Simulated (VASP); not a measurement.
Set up this calculation in VASP 6.6.1, as the native input.

| Property | Result |
| --- | --- |
| Task | relaxation of cell and atoms |
| Functional | LDA |
| Potentials or basis | VASP PAW LDA potentials, release 64 (Zn, Ir, O) |
| Cutoff | 600 eV |
| k mesh | 6 × 6 × 6 |
| Occupations | gaussian, width 0.03 eV |
| Spin | no spin polarisation |
| Further INCAR settings | ALGO = Normal; EDIFF = 1e-07; IBRION = 2; EDIFFG = -0.005; NSW = 90; ISIF = 3 |

The structure of ZnIr2O4 lies in POSCAR:

```
ZnIr2O4                                 
1.0
    0.0000000000      4.2756685790      4.2756685790
    4.2756685790     -0.0000000000      4.2756685790
    4.2756685790      4.2756685790     -0.0000000000
  Zn              Ir              O             
     2     4     8
Direct
     0.7500000000000000    0.7500000000000000    0.7500000000000000
     0.5000000000000000    0.5000000000000000    0.5000000000000000
     0.1250000000000000    0.1250000000000000    0.6250000000000000
     0.1250000000000000    0.6250000000000000    0.1250000000000000
     0.6250000000000000    0.1250000000000000    0.1250000000000000
     0.1250000000000000    0.1250000000000000    0.1250000000000000
     0.3645701423412744    0.3645701423412744    0.9062895729761837
     0.3645701423412744    0.9062895729761837    0.3645701423412744
     0.9062895729761837    0.3645701423412744    0.3645701423412744
     0.3645701423412744    0.3645701423412744    0.3645701423412744
     0.8854298576587254    0.8854298576587254    0.3437104270238163
     0.8854298576587254    0.3437104270238163    0.8854298576587254
     0.3437104270238163    0.8854298576587254    0.8854298576587254
     0.8854298576587254    0.8854298576587254    0.8854298576587254
```

The cell comes from a database or a generator and needn't be the stable form of this composition.

These files were run (other wordings do the same):

INCAR

```
SYSTEM = ZnIr2O4
PREC     = Accurate       ! precision mode
ENCUT    = 600            ! plane-wave cutoff, eV
EDIFF    = 1E-7           ! SCF threshold, eV
ISMEAR   = 0              ! smearing method
SIGMA    = 0.03           ! smearing width, eV
LREAL    = .FALSE.        ! projectors in reciprocal space
LASPH    = .TRUE.         ! aspherical terms in the spheres
NELM     = 80             ! most SCF steps
ALGO     = Normal         ! electronic algorithm
ISIF     = 3              ! what is computed and relaxed
LWAVE    = .FALSE.        ! write WAVECAR
LCHARG   = .FALSE.        ! write CHGCAR
IBRION   = 2              ! ionic algorithm
NSW      = 90             ! ionic steps
EDIFFG   = -0.005         ! ionic threshold
KPAR     = 4
```

KPOINTS

```
regular mesh
0
G
  6 6 6
  0 0 0
```

Potentials or basis: VASP PAW LDA potentials, release 64 (Zn, Ir, O).

Launch:

```bash
$ cat potpaw_LDA.64/Zn/POTCAR potpaw_LDA.64/Ir/POTCAR potpaw_LDA.64/O/POTCAR > POTCAR
$ mpirun -np 4 vasp_std > vasp.out
```

It gave:

```
Pressure after relaxing : 0.1 GPa
Band gap on the k mesh  : 0.65 eV, indirect (least direct gap 0.70 eV)
```

Caveat: the relaxation stopped at its first step, so nothing moved; spin-orbit coupling is left out, which moves the levels of the heavy elements.

Run time: 58 s on 4 MPI ranks on Intel(R) Xeon(R) Platinum 8488C (Sapphire Rapids), on a shared host, peak memory 0.36 GiB a rank.
